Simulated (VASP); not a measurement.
These are LDA (Ceperley-Alder, Perdew-Zunger), VASP's LDA PAW potentials (set 64) (plane waves; VASP) values and carry that method's errors.

Input for VASP

INCAR:
```
SYSTEM=BN
PREC=Accurate; ENCUT=620; LREAL=F
LASPH=T
EDIFF=1E-6; NELM=100; ALGO=Normal
ISMEAR=0; SIGMA=0.05
IBRION=2; NSW=40; ISIF=3
EDIFFG=-0.02; PSTRESS=200
LWAVE=F; LCHARG=F
```

**KPOINTS**
```
Automatic mesh
0
Gamma
13 13 13
0 0 0
```

**POSCAR**
```
BN
1
    0.0000000000     1.7771159872     1.7771159872
    1.7771159872     0.0000000000     1.7771159872
    1.7771159872     1.7771159872     0.0000000000
B N
1 1
Direct
  0.0000000000   0.0000000000   0.0000000000
  0.2500000000   0.2500000000   0.2500000000
```

POTCAR, in this order: B N (LDA.64 set). Program: vasp_std.

What VASP printed:

OSZICAR:
```
       N       E                     dE             d eps       ncg     rms          rms(c)
DAV:   1     0.125404804267E+02    0.12540E+02   -0.58598E+03  1376   0.114E+03
DAV:   2    -0.204781367605E+02   -0.33019E+02   -0.32385E+02  1888   0.177E+02
DAV:   3    -0.206357748313E+02   -0.15764E+00   -0.15764E+00  1616   0.158E+01
DAV:   4    -0.206358844732E+02   -0.10964E-03   -0.10964E-03  1760   0.423E-01
DAV:   5    -0.206358845045E+02   -0.31277E-07   -0.31277E-07  1552   0.541E-03    0.677E+00
DAV:   6    -0.195700455139E+02    0.10658E+01   -0.37788E+00  1384   0.143E+01    0.323E+00
DAV:   7    -0.194413391771E+02    0.12871E+00   -0.12593E-01  1808   0.326E+00    0.181E+00
DAV:   8    -0.194082662598E+02    0.33073E-01   -0.63145E-02  1464   0.202E+00    0.203E-01
DAV:   9    -0.194081167218E+02    0.14954E-03   -0.41220E-04  1360   0.249E-01    0.812E-02
DAV:  10    -0.194080980303E+02    0.18692E-04   -0.51899E-05  1800   0.839E-02    0.134E-02
DAV:  11    -0.194080984437E+02   -0.41348E-06   -0.13188E-06  1064   0.991E-03
   1 F= -.18006909E+02 E0= -.18006909E+02  d E =-.180069E+02
       N       E                     dE             d eps       ncg     rms          rms(c)
DAV:   1    -0.193752535614E+02    0.32844E-01   -0.14245E+00  1488   0.135E+01    0.149E+00
DAV:   2    -0.193355550774E+02    0.39698E-01   -0.17010E-01  1376   0.324E+00    0.412E-01
DAV:   3    -0.193331291034E+02    0.24260E-02   -0.52088E-03  1680   0.734E-01    0.161E-01
DAV:   4    -0.193324210147E+02    0.70809E-03   -0.80506E-04  1600   0.251E-01    0.508E-02
DAV:   5    -0.193324079428E+02    0.13072E-04   -0.21391E-05  1496   0.400E-02    0.294E-02
DAV:   6    -0.193324068277E+02    0.11151E-05   -0.12564E-06   936   0.127E-02    0.138E-03
DAV:   7    -0.193324067842E+02    0.43521E-07   -0.83713E-08   680   0.259E-03
   2 F= -.18000803E+02 E0= -.18000803E+02  d E =0.610619E-02
       N       E                     dE             d eps       ncg     rms          rms(c)
DAV:   1    -0.193995543730E+02   -0.67148E-01   -0.45627E-01  1488   0.750E+00    0.847E-01
DAV:   2    -0.193865848709E+02    0.12970E-01   -0.57654E-02  1368   0.187E+00    0.227E-01
DAV:   3    -0.193858410097E+02    0.74386E-03   -0.15469E-03  1672   0.407E-01    0.895E-02
DAV:   4    -0.193856061866E+02    0.23482E-03   -0.27547E-04  1568   0.144E-01    0.270E-02
DAV:   5    -0.193856023201E+02    0.38664E-05   -0.74512E-06  1456   0.230E-02    0.161E-02
DAV:   6    -0.193856018955E+02    0.42465E-06   -0.43438E-07   744   0.754E-03
   3 F= -.18014633E+02 E0= -.18014633E+02  d E =-.772337E-02
```

OUTCAR:
```
------------------------ aborting loop because EDIFF is reached ----------------------------------------
  FORCE on cell =-STRESS in cart. coord.  units (eV):
  Direction    XX          YY          ZZ          XY          YZ          ZX
  --------------------------------------------------------------------------------------
  Total        1.3658024      1.3658024      1.3658024      0.0000000      0.0000000     -0.0000000
  in kB      199.2462632    199.2462632    199.2462632      0.0000000      0.0000000     -0.0000000
  external PRESSURE =      -0.7537368 kB  Pullay stress =     200.0000000 kB
  volume of cell :       10.98
      direct lattice vectors                 reciprocal lattice vectors
    -0.000000000  1.764247137  1.764247137    -0.283407007  0.283407007  0.283407007
     1.764247137  0.000000000  1.764247137     0.283407007 -0.283407007  0.283407007
     1.764247137  1.764247137 -0.000000000     0.283407007  0.283407007 -0.283407007
  FREE ENERGIE OF THE ION-ELECTRON SYSTEM (eV)
  ---------------------------------------------------
  free  energy   TOTEN  =       -19.3856018955 eV

  energy  without entropy=      -19.3856018955  energy(sigma->0) =      -19.38560190
  enthalpy is  TOTEN    =       -18.0146327750 eV   P V=        1.3709691205

 reached required accuracy - stopping structural energy minimisation
```
(Selected blocks of OUTCAR.)

### CONTCAR
```
BN
   1.00000000000000
    -0.0000000000000000    1.7642471369541299    1.7642471369541299
     1.7642471369541299    0.0000000000000000    1.7642471369541299
     1.7642471369541299    1.7642471369541299   -0.0000000000000000
  B               N
     1     1
Direct
     0.0000000000000000    0.0000000000000000    0.0000000000000000
     0.2500000000000000    0.2500000000000000    0.2500000000000000
```

Energy and stress use the plane-wave basis of the starting cell.

The compound is BN in the zinc blende structure. This run relaxes it under an external pressure of 20 GPa. Symmetry was kept, so distortions that lower it aren't found.
